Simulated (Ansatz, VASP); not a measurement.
# YHg in two plane-wave programs, part 2 of 2

Aim: how closely do two programs agree when they are given the same cell, functional and k mesh? The cell is taken from a series of runs on this material, whose earlier steps may have relaxed, scaled, displaced or heated it; both programs get it as it stands.

VASP 6.6.1 and Ansatz 0.2.0.

So far: Starting point; Ansatz: zone-centre phonons, PBEsol.

## (3) VASP: zone-centre phonons, PBEsol

Level of this step: PBEsol; plane waves and PAW (Y_sv, Hg) (VASP).

The same cell, functional, mesh and smearing now go to VASP, with its own data sets.

Lines of VASP's logs that name or quote its potential files are left out, and so is its time.

Contents of INCAR:

```
SYSTEM = YHg
PREC = Accurate
ENCUT = 500
EDIFF = 1E-08
NELM = 120
ISMEAR = 1
SIGMA = 0.2
LREAL = .FALSE.
ALGO = Normal
GGA = PS
NBANDS = 17
LASPH = .TRUE.
LORBIT = 11
LWAVE = .FALSE.
LCHARG = .FALSE.
ISIF = 2
IBRION = 8
GGA_COMPAT = .FALSE.
KPAR = 2
```

Contents of POSCAR:

```
YHg
1.0
    3.6658637383      0.0000000000      0.0000000000
    0.0000000000      3.6658637383      0.0000000000
    0.0000000000      0.0000000000      3.6658637383
Y Hg
1 1
Direct
    0.5000000000      0.5000000000      0.5000000000
    0.0000000000      0.0000000000      0.0000000000
```

Contents of KPOINTS:

```
Automatic mesh
0
Gamma
12 12 12
0 0 0
```

The projector-augmented-wave data sets are Y_sv and Hg (PBE family, release 64).

On the command line:

```sh
mpirun -np 2 vasp_std
```

Numbers of over 12 decimals in the logs are rounded to 6 here.

What it wrote:

```text
[banner, memory and clock lines left out]
running    2 mpi-ranks, on    1 nodes
 distrk:  each k-point on    1 cores,    2 groups
 distr:  one band on    1 cores,    1 groups

 POSCAR found type information on POSCAR Y Hg
 POSCAR found :  2 types and       2 ions
|                                                                             |
|               ----> ADVICE to this user running VASP <----                  |
|                                                                             |
|     You enforced a specific xc type in the INCAR file but a different       |
|     [... a line on the potential file left out ...]
|     I HOPE YOU KNOW WHAT YOU ARE DOING!                                     |
|                                                                             |

 LDA part: xc-table for (Slater+PW92), standard interpolation
 POSCAR, INCAR and KPOINTS ok, starting setup
 FFT: planning ... GRIDC
 FFT: planning ... GRID_SOFT
 FFT: planning ... GRID
 WAVECAR not read
 entering main loop
       N       E                     dE             d eps       ncg     rms          rms(c)
DAV:   1     0.129910762382E+03    0.12991E+03   -0.11665E+04  2888   0.125E+03
DAV:   2    -0.329384658600E+01   -0.13320E+03   -0.12969E+03  3262   0.312E+02
DAV:   3    -0.901179533438E+01   -0.57179E+01   -0.56800E+01  4455   0.534E+01
DAV:   4    -0.914642779925E+01   -0.13463E+00   -0.13447E+00  3455   0.585E+00
DAV:   5    -0.914807702470E+01   -0.16492E-02   -0.16486E-02  3761   0.579E-01    0.298E+01
DAV:   6    -0.870360944414E+01    0.44447E+00   -0.80883E-01  3300   0.826E+00    0.182E+01
DAV:   7    -0.861886870779E+01    0.84741E-01   -0.57367E-01  3408   0.487E+00    0.303E+00
DAV:   8    -0.861395126153E+01    0.49174E-02   -0.39656E-02  3399   0.136E+00    0.546E-01
DAV:   9    -0.861200656236E+01    0.19447E-02   -0.10742E-02  3319   0.743E-01    0.124E-01
DAV:  10    -0.861200838197E+01   -0.18196E-05   -0.53609E-04  3347   0.137E-01    0.342E-02
DAV:  11    -0.861201021823E+01   -0.18363E-05   -0.13940E-05  3865   0.236E-02    0.172E-02
DAV:  12    -0.861201119802E+01   -0.97979E-06   -0.85037E-07  3805   0.762E-03    0.726E-03
DAV:  13    -0.861201087910E+01    0.31892E-06   -0.25741E-07  3001   0.422E-03    0.194E-03
DAV:  14    -0.861201096972E+01   -0.90622E-07   -0.17134E-08  3026   0.113E-03    0.135E-03
DAV:  15    -0.861201100107E+01   -0.31354E-07   -0.39325E-09  1561   0.422E-04    0.786E-05
DAV:  16    -0.861201099736E+01    0.37171E-08   -0.36449E-10  1507   0.146E-04
   1 F= -.86120110E+01 E0= -.86115515E+01  d E =-.137846E-02
 Linear response reoptimize wavefunctions to high precision
DAV:   1    -0.861201099400E+01    0.33547E-08   -0.41242E-11  1604   0.470E-05
DAV:   2    -0.861201099396E+01    0.45020E-10   -0.89344E-12  1482   0.160E-05
 Linear response DOF=           2
 Linear response progress:
  Degree of freedom:   1/  2
       N       E                     dE             d eps       ncg     rms          rms(c)
RMM:   1    -0.289142697360E+00   -0.28914E+00    0.49404E+00  7768   0.112E+01
RMM:   2    -0.274778640526E+00    0.14364E-01   -0.17675E-01 10727   0.184E+00    0.154E-01
RMM:   3    -0.276734130808E+00   -0.19555E-02   -0.10207E-02 11659   0.420E-01    0.954E-02
RMM:   4    -0.277067610254E+00   -0.33348E-03   -0.14798E-03 13315   0.150E-01    0.424E-02
RMM:   5    -0.277048402389E+00    0.19208E-04   -0.23945E-04 14214   0.595E-02    0.135E-02
RMM:   6    -0.276974390640E+00    0.74012E-04   -0.65323E-05 14332   0.274E-02    0.406E-03
RMM:   7    -0.276950402411E+00    0.23988E-04   -0.23553E-05 15227   0.119E-02    0.236E-03
RMM:   8    -0.276908668280E+00    0.41734E-04   -0.16720E-05 14105   0.782E-03    0.108E-03
RMM:   9    -0.276918163041E+00   -0.94948E-05   -0.15001E-05 14945   0.442E-03    0.182E-04
RMM:  10    -0.276917090341E+00    0.10727E-05   -0.11412E-05 15486   0.308E-03    0.149E-04
RMM:  11    -0.276917783850E+00   -0.69351E-06   -0.10005E-05 15528   0.247E-03    0.249E-04
RMM:  12    -0.276918033259E+00   -0.24941E-06   -0.82398E-06 15517   0.205E-03    0.249E-04
RMM:  13    -0.276918626272E+00   -0.59301E-06   -0.69156E-06 14949   0.177E-03    0.398E-04
RMM:  14    -0.276916946529E+00    0.16797E-05   -0.58066E-06 13680   0.163E-03    0.153E-04
[...]
RMM:  21    -0.276916554221E+00    0.56219E-07   -0.18542E-06 13789   0.756E-04    0.118E-04
RMM:  22    -0.276916299070E+00    0.25515E-06   -0.15679E-06 14963   0.701E-04    0.342E-05
RMM:  23    -0.276916377784E+00   -0.78715E-07   -0.13483E-06 12855   0.626E-04    0.585E-05
RMM:  24    -0.276916389503E+00   -0.11719E-07   -0.11360E-06 10393   0.572E-04    0.766E-05
RMM:  25    -0.276916425209E+00   -0.35706E-07   -0.95921E-07 10025   0.524E-04    0.884E-05
RMM:  26    -0.276916403253E+00    0.21956E-07   -0.80683E-07 13221   0.482E-04    0.890E-05
RMM:  27    -0.276916370726E+00    0.32526E-07   -0.67929E-07 13540   0.444E-04    0.100E-04
RMM:  28    -0.276916309084E+00    0.61643E-07   -0.56415E-07 14341   0.410E-04    0.104E-04
 first order change of Fermi-energy   0.29833E-03
 force on displaced ion       1 direction 1 :  -2.373   0.000  -0.000
 Linear response progress:
  Degree of freedom:   2/  2
       N       E                     dE             d eps       ncg     rms          rms(c)
RMM:   1    -0.371349357409E+00   -0.37135E+00   -0.15375E-01 11659   0.228E+00
RMM:   2    -0.371168423701E+00    0.18093E-03   -0.29492E-03 11036   0.304E-01    0.158E-01
RMM:   3    -0.370950362069E+00    0.21806E-03   -0.36189E-04 12378   0.799E-02    0.930E-02
RMM:   4    -0.370802298913E+00    0.14806E-03   -0.15161E-04 12070   0.636E-02    0.985E-03
RMM:   5    -0.370838605301E+00   -0.36306E-04   -0.29066E-05 12809   0.220E-02    0.393E-03
RMM:   6    -0.370825097838E+00    0.13507E-04   -0.71819E-06 13441   0.781E-03    0.236E-03
RMM:   7    -0.370809334763E+00    0.15763E-04   -0.14020E-06 13572   0.345E-03    0.127E-03
RMM:   8    -0.370804052164E+00    0.52826E-05   -0.28559E-07 12546   0.221E-03    0.228E-04
RMM:   9    -0.370804248447E+00   -0.19628E-06   -0.16906E-07 14436   0.742E-04    0.152E-04
RMM:  10    -0.370804186298E+00    0.62149E-07    0.35850E-08 14156   0.308E-04    0.307E-05
RMM:  11    -0.370804127447E+00    0.58850E-07   -0.75742E-08 14514   0.130E-04    0.489E-05
RMM:  12    -0.370804160066E+00   -0.32619E-07    0.15083E-08 13827   0.689E-05    0.769E-06
RMM:  13    -0.370804131538E+00    0.28528E-07   -0.93275E-09 14018   0.326E-05    0.470E-06
RMM:  14    -0.370804134003E+00   -0.24651E-08    0.56704E-09 12536   0.163E-05    0.381E-06
 first order change of Fermi-energy  -0.23516E-03
 force on displaced ion       2 direction 1 :  -2.378   0.000  -0.000
 Linear response finished
```

Parts of OUTCAR (step 3):

```text
ion  position               nearest neighbor table
   1  0.500  0.500  0.500-   2 3.17   2 3.17   2 3.17   2 3.17   2 3.17   2 3.17   2 3.17   2 3.17

  LATTYP: Found a simple cubic cell.
 ALAT       =     3.6658637383

 Subroutine GETGRP returns: Found 48 space group operations
 (whereof 48 operations were pure point group operations)

The static configuration has the point symmetry O_h .

 Found     84 irreducible k-points:

   k-points           NKPTS =     84   k-points in BZ     NKDIM =     84   number of bands    NBANDS=     17

   dimension x,y,z NGX =    28 NGY =   28 NGZ =   28
   dimension x,y,z NGXF=    56 NGYF=   56 NGZF=   56

   ENCUT  =  500.0 eV  36.75 Ry    6.06 a.u.   6.68  6.68  6.68*2*pi/ulx,y,z

   NELECT =      23.0000    total number of electrons

 k-points in reciprocal lattice and weights: Automatic mesh
   0.00000000  0.00000000  0.00000000       0.001
   0.08333333  0.00000000  0.00000000       0.003
   0.16666667  0.00000000  0.00000000       0.003
   0.25000000  0.00000000  0.00000000       0.003
   0.33333333  0.00000000  0.00000000       0.003
   0.41666667  0.00000000  0.00000000       0.003
   0.50000000  0.00000000  0.00000000       0.002
   0.08333333  0.08333333  0.00000000       0.007
   0.16666667  0.08333333  0.00000000       0.014
[...]
0.50000000  0.50000000  0.41666667       0.003
   0.50000000  0.50000000  0.50000000       0.001

 average (electrostatic) potential at core
       1 -36.9913       2 -39.7547

  Total       -0.0053774     -0.0053774     -0.0053774      0.0000000     -0.0000000     -0.0000000
  in kB       -0.1748861     -0.1748861     -0.1748861      0.0000000     -0.0000000     -0.0000000
  external PRESSURE =      -0.1748861 kB  Pullay stress =       0.0000000 kB

  energy-cutoff  :      500.00
  volume of cell :       49.26
      direct lattice vectors                 reciprocal lattice vectors
     3.665863738  0.000000000  0.000000000     0.272787008  0.000000000  0.000000000
     0.000000000  3.665863738  0.000000000     0.000000000  0.272787008  0.000000000
     0.000000000  0.000000000  3.665863738     0.000000000  0.000000000  0.272787008

 POSITION                                       TOTAL-FORCE (eV/Angst)
 -----------------------------------------------------------------------------------
      1.83293      1.83293      1.83293         0.000000      0.000000      0.000000
      0.00000      0.00000      0.00000         0.000000      0.000000      0.000000
 -----------------------------------------------------------------------------------
    total drift:                               -0.000000      0.000000      0.000000

 Eigenvectors and eigenvalues of the dynamical matrix
 ----------------------------------------------------

   1 f  =    3.069354 THz    19.285322 2PiTHz  102.382642 cm-1    12.693824 meV
             X         Y         Z           dx          dy          dz
      1.832932  1.832932  1.832932     0.000000    0.832168   -0.000000
      0.000000  0.000000  0.000000     0.000000   -0.554523    0.000000

   2 f  =    3.069354 THz    19.285322 2PiTHz  102.382642 cm-1    12.693824 meV
             X         Y         Z           dx          dy          dz
      1.832932  1.832932  1.832932     0.832168    0.000000   -0.000000
      0.000000  0.000000  0.000000    -0.554523   -0.000000    0.000000

   3 f  =    3.069354 THz    19.285322 2PiTHz  102.382642 cm-1    12.693824 meV
             X         Y         Z           dx          dy          dz
      1.832932  1.832932  1.832932     0.000000    0.000000    0.832168
      0.000000  0.000000  0.000000     0.000000    0.000000   -0.554523

   4 f/i=    0.001296 THz     0.008145 2PiTHz    0.043240 cm-1     0.005361 meV
             X         Y         Z           dx          dy          dz
      1.832932  1.832932  1.832932     0.000000    0.554523   -0.000000
      0.000000  0.000000  0.000000     0.000000    0.832168    0.000000

   5 f/i=    0.001296 THz     0.008145 2PiTHz    0.043240 cm-1     0.005361 meV
             X         Y         Z           dx          dy          dz
      1.832932  1.832932  1.832932    -0.000000   -0.000000   -0.554523
      0.000000  0.000000  0.000000    -0.000000    0.000000   -0.832168

   6 f/i=    0.001296 THz     0.008145 2PiTHz    0.043240 cm-1     0.005361 meV
             X         Y         Z           dx          dy          dz
      1.832932  1.832932  1.832932    -0.554523    0.000000    0.000000
      0.000000  0.000000  0.000000    -0.832168    0.000000    0.000000

 ELASTIC MODULI CONTR FROM IONIC RELAXATION (kBar)
 Direction    XX          YY          ZZ          XY          YZ          ZX
 --------------------------------------------------------------------------------
 XX           0.0000      0.0000      0.0000      0.0000      0.0000      0.0000
 YY           0.0000      0.0000      0.0000      0.0000      0.0000      0.0000
 ZZ           0.0000      0.0000      0.0000      0.0000      0.0000      0.0000
 XY           0.0000      0.0000      0.0000      0.0000      0.0000      0.0000
 YZ           0.0000      0.0000      0.0000      0.0000      0.0000      0.0000
 ZX           0.0000      0.0000      0.0000      0.0000      0.0000      0.0000
 --------------------------------------------------------------------------------
```

## (4) Differences

Known differences besides the potentials themselves: the data sets hold 31 valence electrons in Ansatz (on its PAW soft_1 files) and 23 in VASP; the cutoff is 420 eV in Ansatz and 500 eV in VASP; Ansatz makes its cores anew for this functional, VASP keeps those of its PBE data sets. Total energies have different zeros and are not compared.

Both answers:

| quantity | Ansatz | VASP | difference |
| --- | --- | --- | --- |
| optical mode 1 to 3 (cm⁻¹) | 102.2 | 102.4 | -0.21 % |

Modes are paired by rising frequency, not by their patterns, so a pair may set unlike modes beside each other; they are those without the splitting of longitudinal modes.

## (5) Summary of results

| Item | Value |
| --- | --- |
| r.m.s. difference of the optical zone-centre modes, each program's sorted by frequency (zone-centre phonons, PBEsol) | 0.21 cm⁻¹ |

The r.m.s. difference of the optical zone-centre modes, each program's sorted by frequency is 0.21 cm⁻¹ (zone-centre phonons, PBEsol). The data sets hold unlike numbers of valence electrons (31 in Ansatz and 23 in VASP), so part of the differences comes from the potentials. 2 further runs of this series are not shown here. Such differences can come from data sets, numerical settings and the points named under the comparisons, not from the functional's error against experiment.

[Lines on the potential files, build, host, timing and source positions are cut from VASP's logs without a mark.]

[Logs are printed without paths, hosts, clocks, repeated set-up lines and the standing remarks that a program may print on its own settings, such as how far it seeks lower states.]

[Hosts, paths, dates, database ids (printed as entryN), source tags and the programs' standing remarks are cut or masked in the printed files.]
